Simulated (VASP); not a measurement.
A run of VASP 6.6.1 is set up as follows.

Contents of INCAR:

```
PREC     = Accurate       # precision mode
ENCUT    = 520            # plane-wave cutoff, eV
EDIFF    = 1E-6           # SCF threshold, eV
ISMEAR   = 0              # smearing method
SIGMA    = 0.2            # smearing width, eV
LREAL    = F              # projectors in reciprocal space
LASPH    = T              # aspherical terms in the spheres
NELM     = 80             # most SCF steps
ALGO     = Fast           # electronic algorithm
ISIF     = 2              # what is computed and relaxed
LWAVE    = F              # write WAVECAR
LCHARG   = T              # write CHGCAR
GGA      = PE             # functional
LELF     = T              # ELF
LVHAR    = T            
NBANDS   = 32             # bands
```

The input KPOINTS:

```
Automatic mesh
0
Gamma
  6 6 4
```

POSCAR

```
SiF
1.0
    4.0277585916      0.0000000000      0.0000000000
   -2.0138792958      3.4881412607      0.0000000000
    0.0000000000      0.0000000000      8.0556233901
Si F
4 4
Direct
    0.6666666667      0.3333333333      0.0953717659
    0.6666666667      0.3333333333      0.4046282341
    0.3333333333      0.6666666667      0.5953717659
    0.3333333333      0.6666666667      0.9046282341
    0.0000000000      1.0000000000      0.0000000000
    0.3333333333      0.6666666667      0.2500000000
    0.0000000000      0.0000000000      0.5000000000
    0.6666666667      0.3333333333      0.7500000000
```

Potentials or basis: VASP PAW PBE potentials, release 64 (Si, F).

Command:

```console
$ cat potpaw_PBE.64/Si/POTCAR potpaw_PBE.64/F/POTCAR > POTCAR
$ mpirun -np 1 vasp_std > vasp.out
```

Problem. What does it give for the band gap on the k mesh?

Solution. None (metal or under the smearing width).

Problem. Predict the pressure.

Solution. -0.3 GPa.

Forces in eV/Å, atoms in the order of the input:
```
Si   0.000  0.000  0.002
Si   0.000  0.000 -0.002
Si   0.000  0.000  0.002
Si   0.000  0.000 -0.002
F    0.000  0.000  0.000
F    0.000  0.000  0.000
F    0.000  0.000  0.000
F    0.000  0.000  0.000
```
